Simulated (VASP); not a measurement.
Level of theory: PBEsol GGA, VASP's PBE PAW potentials (set 64) (plane waves; VASP).

VASP input:

KPOINTS:
```
Automatic
0
Gamma
  10 9 19
```

File POSCAR:
```
FeP2
1
    4.9215593423     0.0000000000     0.0000000000
   -0.0000000000     5.5828602786     0.0000000000
    0.0000000000     0.0000000000     2.6839168056
Fe P
2 4
Direct
  0.5000000000   0.5000000000   0.5000000000
  0.0000000000   0.0000000000   0.0000000000
  0.3286079059   0.8667190760   0.5000000000
  0.6713920941   0.1332809240   0.5000000000
  0.8286079059   0.6332809240   0.0000000000
  0.1713920941   0.3667190760   0.0000000000
```

INCAR:
```
ALGO = Normal
CSHIFT = 0.1
EDIFF = 1E-7
ENCUT = 400
GGA = PS
ISMEAR = 0
LASPH = .TRUE.
LCHARG = .FALSE.
LMAXMIX = 4
LOPTICS = .TRUE.
LREAL = .FALSE.
LWAVE = .FALSE.
NBANDS = 66
NEDOS = 1001
NELM = 100
PREC = Accurate
SIGMA = 0.01
SYSTEM = FeP2
```

POTCAR, in this order: Fe P (PBE.64 set). Program: vasp_std.

Q: What will the output report for the number of irreducible k-points (NKPTS), largest plane-wave count, number of space-group operations, FFT grid (NGX, NGY, NGZ)?

A: 
```
Item                                           Value
--------------------------------------  ------------
number of irreducible k-points (NKPTS)           300
largest plane-wave count                        1368
number of space-group operations                   8
FFT grid (NGX, NGY, NGZ)                32 × 36 × 18
```

The structure comes from a computed database's FeP2 entry (Pnnm); how it stands against other phases isn't given here. It was relaxed first. The run is not spin-polarised, so no magnetic state was tried.
